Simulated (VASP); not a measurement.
Input for VASP

POSCAR:
```
La2O3
1.0
  2.0012835485  -3.4663246912   0.0000000000
  2.0012835485   3.4663246912   0.0000000000
  0.0000000000   0.0000000000   6.3461133508
La O
2 3
Cartesian
  2.0012835485   1.1554438746   1.5709922564
  2.0012835485  -1.1554438746   4.7751210944
  0.0000000000   0.0000000000   0.0000000000
  2.0012835485   1.1554438746   4.0985947227
  2.0012835485  -1.1554438746   2.2475186281
```

**KPOINTS**
```
Automatic
0
G
  6 6 4
0 0 0
```

### INCAR
```
IBRION = 2
ISMEAR = 0   # Gaussian
ISIF = 4   # ions and shape, fixed volume
EDIFFG = -0.01
PREC = Accurate
NSW = 30   # most ionic steps
ENCUT = 520   # plane-wave cut-off (eV)
LREAL = .FALSE.
NELM = 100   # most electronic steps
LUSE_VDW = .TRUE.
ALGO = Normal   # blocked Davidson
ZAB_VDW = -1.8867
SYSTEM = La2O3
LCHARG = .FALSE.
LMAXMIX = 6
LWAVE = .FALSE.
EDIFF = 1E-7
AGGAC = 0.0
LASPH = .TRUE.   # aspherical one-centre terms
SIGMA = 0.05
GGA = ML
```

POTCAR, in this order: La O (PBE.64 set). Program: vasp_std.

### Question
Translate this vdW-DF2 calculation to Quantum ESPRESSO's pw.x.

### Answer
One equivalent input (not run):
```
&CONTROL
  calculation = 'vc-relax'
  pseudo_dir = './pseudo'
  outdir = './out'
  tprnfor = .true.
  tstress = .true.
  nstep = 30
  forc_conv_thr = 0.00039
/
&SYSTEM
  ibrav = 0
  nat = 5
  ntyp = 2
  ecutwfc = 110
  occupations = 'smearing'
  smearing = 'gaussian'
  degauss = 0.003675
  input_dft = 'vdw-df2'
/
&ELECTRONS
  conv_thr = 7.3e-09
  electron_maxstep = 100
/
&IONS
/
&CELL
  cell_dofree = 'shape'
/
ATOMIC_SPECIES
  La 138.905 La.upf
  O 15.999 O.upf
CELL_PARAMETERS angstrom
     2.0012835   -3.4663247    0.0000000
     2.0012835    3.4663247    0.0000000
     0.0000000    0.0000000    6.3461134
ATOMIC_POSITIONS crystal
  La   0.3333330  0.6666670  0.2475519
  La   0.6666670  0.3333330  0.7524481
  O    0.0000000  0.0000000  0.0000000
  O    0.3333330  0.6666670  0.6458433
  O    0.6666670  0.3333330  0.3541567
K_POINTS automatic
  6 6 4 0 0 0
```
What does not carry over: the potentials are each code's own (VASP's PAW set, PseudoDojo norm-conserving files in pw.x), so ENCUT and ecutwfc are chosen apart and not converted; conv_thr bounds pw.x's estimated SCF error, while EDIFF bounds the energy change between steps; forc_conv_thr acts on force components and is met together with etot_conv_thr.

The compound is La2O3 in the a-type structure. This run relaxes it. Symmetry was kept, so distortions that lower it aren't found.
